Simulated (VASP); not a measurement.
These are PBEsol GGA, VASP's PBE PAW potentials (set 64) (plane waves; VASP) values and carry that method's errors.

The input files of a VASP run:

File POSCAR:
```
MnGe
1
    2.8769133683     0.0000000000    -0.0000000000
    0.0000000000     2.8769133683     0.0000000000
    0.0000000000     0.0000000000     2.8769133683
Mn Ge
1 1
Direct
  0.0000000000   0.0000000000   0.0000000000
  0.5000000000   0.5000000000   0.5000000000
```

File KPOINTS:
```
Automatic
0
Gamma
  14 14 14
0 0 0
```

### INCAR
```
SYSTEM  =  MnGe
PREC  =  Accurate; ENCUT  =  400; LREAL  =  .False.
LASPH  =  .True.
EDIFF  =  1E-7; NELM  =  100; ALGO  =  Normal
LMAXMIX  =  4
ISMEAR  =  -5
GGA  =  PS
ISIF  =  2
LWAVE  =  .False.; LCHARG  =  .True.; LORBIT  =  11
NEDOS  =  601
```

POTCAR, in this order: Mn_pv Ge_d (PBE.64 set). Program: vasp_std.

What will the output report for the number of irreducible k-points (NKPTS), number of bands (NBANDS), largest plane-wave count, number of space-group operations, FFT grid (NGX, NGY, NGZ)?

```json
{
 "number of irreducible k-points (NKPTS)": "120",
 "number of bands (NBANDS)": "17",
 "largest_plane_wave_count": "461",
 "number_of_space_group_operations": "48",
 "FFT grid (NGX, NGY, NGZ)": "20 × 20 × 20"
}
```

The structure was generated: MnGe was put into the CsCl type (Pm-3m), which need not be its known phase. It was relaxed first, which changed the volume by -12 %. The run is not spin-polarised, so no magnetic state was tried. The electron count is odd and the run is not spin-polarised, which forces a metal.
